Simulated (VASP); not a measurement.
Computed with revPBE GGA, VASP's PBE PAW potentials (set 64) (plane waves; VASP 6.6.1).

VASP ran on this input.

INCAR:
```
SYSTEM = Bi
PREC = Accurate; ENCUT = 520; LREAL = .FALSE.
LASPH = .TRUE.
EDIFF = 1E-7; NELM = 100; ALGO = Normal
LMAXMIX = 4
ISMEAR = -5
GGA = RE
ISIF = 2
LWAVE = .FALSE.; LCHARG = .TRUE.; LORBIT = 11
NEDOS = 601
```

KPOINTS:
```
Automatic mesh
0
Gamma
11 11 11
0 0 0
```

**POSCAR**
```
Bi
4.9346290
  0.8846692556  -0.4661041574   0.0103567482
  0.8846692556   0.4661041574   0.0103567482
  0.6301245481   0.0000000000   0.7764940997
Bi
2
Direct
  0.2319712746   0.2319712746   0.2319712746
  0.7680287254   0.7680287254   0.7680287254
```

POTCAR, in this order: Bi_d (PBE.64 set). Program: vasp_std.

Output of the run:

**OUTCAR**
```
 ion  position               nearest neighbor table
   1  0.232  0.232  0.232-   2 3.12   2 3.12   2 3.12   2 3.67   2 3.67   2 3.67
   2  0.768  0.768  0.768-   1 3.12   1 3.12   1 3.12   1 3.67   1 3.67   1 3.67
  LATTYP: Found a trigonal (rhomboedric) cell.
 ALAT       =     4.9346290977
 COS(alpha) =     0.5654937483
 Subroutine PRICEL returns:
 Original cell was already a primitive cell.
 Subroutine GETGRP returns: Found 12 space group operations
The static configuration has the point symmetry D_3d.
The dynamic configuration has the point symmetry D_3d.
 Subroutine INISYM returns: Found 12 space group operations
 Subroutine IBZKPT returns following result:
 Found    146 irreducible k-points:

 Following reciprocal coordinates:
            Coordinates               Weight
  0.000000  0.000000  0.000000      1.000000
  0.090909  0.000000  0.000000      6.000000
  0.181818  0.000000  0.000000      6.000000
  0.272727  0.000000  0.000000      6.000000
  0.363636 -0.000000  0.000000      6.000000
  0.454545  0.000000  0.000000      6.000000
  0.090909  0.090909  0.000000      6.000000
  0.181818  0.090909  0.000000     12.000000
  0.272727  0.090909  0.000000     12.000000
  0.363636  0.090909  0.000000     12.000000
  0.454545  0.090909  0.000000     12.000000
 -0.454545  0.090909 -0.000000     12.000000
 -0.363636  0.090909 -0.000000     12.000000
 -0.272727  0.090909 -0.000000     12.000000
 -0.181818  0.090909 -0.000000     12.000000
 -0.090909  0.090909  0.000000      6.000000
  0.181818  0.181818  0.000000      6.000000
  0.272727  0.181818  0.000000     12.000000
  0.363636  0.181818  0.000000     12.000000
  0.454545  0.181818  0.000000     12.000000
 -0.454545  0.181818 -0.000000     12.000000
 -0.363636  0.181818  0.000000     12.000000
 -0.272727  0.181818 -0.000000     12.000000
...
```

File OSZICAR:
```
       N       E                     dE             d eps       ncg     rms          rms(c)
DAV:   1     0.292719977894E+03    0.29272E+03   -0.16592E+04  5556   0.184E+03
DAV:   2     0.166640645088E+02   -0.27606E+03   -0.27192E+03  5575   0.449E+02
DAV:   3    -0.631721914372E+01   -0.22981E+02   -0.22664E+02  6492   0.154E+02
DAV:   4    -0.710025271291E+01   -0.78303E+00   -0.78169E+00  6032   0.311E+01
DAV:   5    -0.714112648788E+01   -0.40874E-01   -0.40875E-01  7589   0.645E+00    0.106E+00
DAV:   6    -0.714511018598E+01   -0.39837E-02   -0.17252E-02  6743   0.141E+00    0.663E-01
DAV:   7    -0.714876533097E+01   -0.36551E-02   -0.15927E-02  5832   0.145E+00    0.102E-01
DAV:   8    -0.714906959394E+01   -0.30426E-03   -0.20705E-03  6062   0.543E-01    0.245E-02
DAV:   9    -0.714910510306E+01   -0.35509E-04   -0.10726E-04  7089   0.985E-02    0.136E-02
DAV:  10    -0.714910876499E+01   -0.36619E-05   -0.25477E-05  5882   0.349E-02    0.281E-03
DAV:  11    -0.714910963091E+01   -0.86591E-06   -0.15214E-06  5531   0.106E-02    0.146E-03
DAV:  12    -0.714910988607E+01   -0.25516E-06   -0.80120E-07  4461   0.552E-03    0.300E-04
DAV:  13    -0.714910974470E+01    0.14137E-06   -0.83022E-08  4287   0.341E-03    0.217E-04
DAV:  14    -0.714910979918E+01   -0.54482E-07   -0.21707E-08  2861   0.184E-03
   1 F= -.71491098E+01 E0= -.71491098E+01  d E =0.000000E+00
```

### OUTCAR
```
------------------------ aborting loop because EDIFF is reached ----------------------------------------
  FORCE on cell =-STRESS in cart. coord.  units (eV):
  Direction    XX          YY          ZZ          XY          YZ          ZX
  --------------------------------------------------------------------------------------
  Total        0.0047913      0.0126024      0.0117402      0.0000000      0.0000000     -0.0025952
  in kB        0.1007186      0.2649195      0.2467941      0.0000000      0.0000000     -0.0545549
  external PRESSURE =       0.2041441 kB  Pullay stress =       0.0000000 kB
  volume of cell :       76.22
      direct lattice vectors                 reciprocal lattice vectors
     4.365514564 -2.300051092  0.051106710     0.115632563 -0.217386475 -0.093835763
     4.365514564  2.300051092  0.051106710     0.115632563  0.217386475 -0.093835763
     3.109430869  0.000000000  3.831710302    -0.003084575  0.000000000  0.263483195
 POSITION                                       TOTAL-FORCE (eV/Angst)
 -----------------------------------------------------------------------------------
      2.74665      0.00000      0.91256         0.001565      0.000000      0.000520
      9.09381      0.00000      3.02137        -0.001565      0.000000     -0.000520
 -----------------------------------------------------------------------------------
    total drift:                               -0.000000      0.000000     -0.000000
  FREE ENERGIE OF THE ION-ELECTRON SYSTEM (eV)
  ---------------------------------------------------
  free  energy   TOTEN  =        -7.1491097992 eV

  energy  without entropy=       -7.1491097992  energy(sigma->0) =       -7.14910980

 total charge

# of ion       s       p       d       tot
------------------------------------------
    1        1.533   1.336   9.906  12.775
    2        1.533   1.336   9.906  12.775
--------------------------------------------------
tot          3.066   2.671  19.812  25.550
```
(Selected blocks of OUTCAR.)

For a metal the tetrahedron method with Blöchl corrections gives inexact stress and forces.

The compound is Bi in the a7 structure. It was relaxed first, which changed the volume by +8 %.
